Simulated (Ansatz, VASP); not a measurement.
# Cross-check of Mg (Magnesium) between VASP and Ansatz, part 2 of 2

Wanted: the spread between two codes on one cell, functional and k mesh. The structure shown is the end of the Ansatz relaxation below.

VASP 6.6.1 and Ansatz 0.2.0.

So far. Step 3 (VASP: single point, LDA, pair 1): The run ends at a pressure of 2.19 GPa.

## 6. VASP: single point, LDA, pair 2 (continued)

Level of this step: LDA; plane waves and PAW (Mg) (VASP).

Numbers of over 12 decimals in the logs are rounded to 6 here.

Parts of OUTCAR (step 6):

```text
  Total       -0.0890666     -0.0890666      0.6186136     -0.0000000      0.0000000      0.0000000
  in kB       -3.3659593     -3.3659593     23.3783201     -0.0000000      0.0000000      0.0000000
  external PRESSURE =       5.5488005 kB  Pullay stress =       0.0000000 kB

 POSITION                                       TOTAL-FORCE (eV/Angst)
 -----------------------------------------------------------------------------------
     -0.00000      1.82850      1.22016        -0.000000      0.000000      0.000000
      1.58352      0.91425      3.66048         0.000000     -0.000000      0.000000
 -----------------------------------------------------------------------------------
    total drift:                                0.000000     -0.000000      0.000000

  FREE ENERGIE OF THE ION-ELECTRON SYSTEM (eV)
  ---------------------------------------------------
  free  energy   TOTEN  =        -3.6127834166 eV

  energy  without entropy=       -3.6118108608  energy(sigma->0) =       -3.61245923

[... 1 part as in an earlier step ...]

[... 2 further parts left out ...]
[key lines of the parts left out:]
E-fermi :   2.8748
```

The run ends at a pressure of 0.55 GPa.

## 7. Side by side

What differs besides the data sets and the points named for the pairs above, as far as they apply: the data sets hold 20 valence electrons in Ansatz (on its PAW soft_1 files) and 4 in VASP. Total energies have different zeros and are not compared.

The two programs side by side:

```
      quantity  Ansatz  VASP  difference
pressure (GPa)    0.88  0.55       +0.33
```

## 8. Ansatz: relaxation, LDA

This run makes the geometry at which the two programs are then compared. The cell compared in this pair holds 42.15 Å³, against 42.40 Å³ for the pair before.

The structure compared here is the end of the Ansatz relaxation.

File input.yaml:

```yaml
crystal:
  lattice:
    - [3.1670494353, 0.0, 0.0]
    - [-1.5835247176, 2.742745266, 0.0]
    - [0.0, 0.0, 4.8303204485]
  atoms:
    - { symbol: Mg, position: [0.3333333329, 0.6666666671, 0.25] }
    - { symbol: Mg, position: [0.6666666671, 0.3333333329, 0.75] }
kpoints:
  mp_grid: { grid: [15, 15, 8] }
hamiltonian:
  xc: lda
  pseudopotentials: { kind: paw, azcp: { folder: soft_1 }, xc_functional: pbe }
scf:
  occupations: { method: methfessel_paxton, width: 0.2 }
output:
  forces: true
  stress: true
  eigenvalues: true
relax:
  adjacent_minimum: "off"
  f_tol: 0.001
  max_steps: 60
  cell: { stress_tol: 0.01, fix: [c, angles] }
```

Launch:

```console
ansatz run input.yaml --threads 4 --pin off --max-ram 10240MiB --backend cpu --events-out ev --progress --plain --runs-dir out
```

What it wrote:

```text
[...]
Crystal: 2 atoms, lattice volume = 41.958 Å³
Basis set: ecut = 420 eV, 809 PW (Γ)
Bands: 14, of which v1, the nominal top of the filled ones, is band 10 counted from 1 (9 counted from 0)
Symmetry: 8 space group operations
k-points: 320 of 1800
[...]
k-point 319: bands = [... 6 lower, -36.5038, -36.5038, 4.5513, 4.5513, 5.9782, 5.9782, 14.0605, 14.0605]
--- Relaxed structure (3 steps of the walk, 3 accepted, 1 SCFs on fresh bases) ---
[...]
cell:  # Å, volume = 42.1526 Å³
    - [3.174378, -2.8934310217276285e-11, 0]
    - [-1.587189, 2.749092, 0]
    - [0, 0, 4.8303204485]
  atoms:
    - { symbol: Mg, position: [0.333333, 0.666667, 0.25] }
    - { symbol: Mg, position: [0.666667, 0.333333, 0.75] }
[key lines of the parts left out:]
SCF converged after 5 iterations
Free energy (F): -3803.189871 eV
Fermi energy:    6.115793 eV
P = ⅓ Tr σ = 1.1990 GPa (11.990 kbar)
```

## 9. VASP: single point, LDA, pair 3

The same cell, functional (in two slightly different forms), mesh and smearing now go to VASP, with its own data sets.

File INCAR:

```
SYSTEM = Mg
PREC = Accurate
ENCUT = 600
EDIFF = 1E-06
NELM = 120
ISMEAR = 1
SIGMA = 0.2
LREAL = .FALSE.
ALGO = Normal
GGA = CA
NBANDS = 8
LORBIT = 11
LWAVE = .FALSE.
LCHARG = .FALSE.
ISIF = 2
LASPH = .TRUE.
GGA_COMPAT = .FALSE.
KPAR = 2
```

File POSCAR:

```
Mg
1.0
    3.1743782618      0.0000000000      0.0000000000
   -1.5871891309      2.7490922159      0.0000000000
    0.0000000000      0.0000000000      4.8303204485
Mg
2
Direct
    0.3333333355      0.6666666645      0.2500000000
    0.6666666645      0.3333333355      0.7500000000
```

File KPOINTS:

```
Automatic mesh
0
Gamma
15 15 8
0 0 0
```

Potentials, in the order of the species: Mg (LDA family, release 64).

Launch:

```console
mpirun -np 2 vasp_std
```

What it wrote:

```text
[... set-up lines as in an earlier step ...]
 entering main loop
       N       E                     dE             d eps       ncg     rms          rms(c)
DAV:   1    -0.921864781351E+00   -0.92186E+00   -0.14507E+03  2160   0.402E+02
DAV:   2    -0.361301256518E+01   -0.26911E+01   -0.26065E+01  3072   0.237E+01
DAV:   3    -0.362586957247E+01   -0.12857E-01   -0.12844E-01  2824   0.216E+00
DAV:   4    -0.362589751081E+01   -0.27938E-04   -0.27938E-04  3192   0.848E-02
[...]
DAV:   8    -0.360466967054E+01    0.95084E-05   -0.13561E-05  3440   0.215E-02    0.676E-03
DAV:   9    -0.360466861766E+01    0.10529E-05   -0.78463E-07  2360   0.474E-03    0.606E-04
DAV:  10    -0.360466859513E+01    0.22530E-07   -0.39337E-09  1464   0.417E-04
   1 F= -.36046686E+01 E0= -.36044217E+01  d E =-.740807E-03
```

From OUTCAR (step 9):

```text
  Total       -0.0886635     -0.0886635      0.8649279      0.0000000      0.0000000      0.0000000
  in kB       -3.3700144     -3.3700144     32.8750605      0.0000000      0.0000000      0.0000000
  external PRESSURE =       8.7116773 kB  Pullay stress =       0.0000000 kB

 POSITION                                       TOTAL-FORCE (eV/Angst)
 -----------------------------------------------------------------------------------
      0.00000      1.83273      1.20758        -0.000000      0.000000      0.000000
      1.58719      0.91636      3.62274         0.000000     -0.000000      0.000000
 -----------------------------------------------------------------------------------
    total drift:                                0.000000     -0.000000      0.000000

  FREE ENERGIE OF THE ION-ELECTRON SYSTEM (eV)
  ---------------------------------------------------
  free  energy   TOTEN  =        -3.6046685951 eV

  energy  without entropy=       -3.6039277881  energy(sigma->0) =       -3.60442166

[... 1 part as in an earlier step ...]

[... 2 further parts left out ...]
[key lines of the parts left out:]
E-fermi :   2.9073
```

The run ends at a pressure of 0.87 GPa.

## 10. Comparison

What differs besides the data sets and the points named for the pairs above, as far as they apply: the data sets hold 20 valence electrons in Ansatz (on its PAW soft_1 files) and 4 in VASP. Total energies have different zeros and are not compared.

Both answers:

```
      quantity  Ansatz  VASP  difference
pressure (GPa)    1.20  0.87       +0.33
```

## 11. Results

```
difference in pressure (single point, LDA, pair 1) : 0.33 GPa
difference in pressure (single point, LDA, pair 2) : 0.33 GPa
difference in pressure (single point, LDA, pair 3) : 0.33 GPa
```

In words: The difference in pressure is 0.33 GPa (single point, LDA, pair 2), within the 1 GPa picked in this series as the mark of a large difference. The data sets hold unlike numbers of valence electrons (20 in Ansatz and 4 in VASP), so part of the differences comes from the potentials. 5 further runs of this series are not shown here. How closely two codes agree says nothing of how well the functional describes the real material.

[Lines on the potential files, build, host, timing and source positions are cut from VASP's logs without a mark.]

[Logs are printed without paths, hosts, clocks, repeated set-up lines and the standing remarks that a program may print on its own settings, such as how far it seeks lower states.]

[Hosts, paths, dates, database ids (printed as entryN), source tags and the programs' standing remarks are cut or masked in the printed files.]
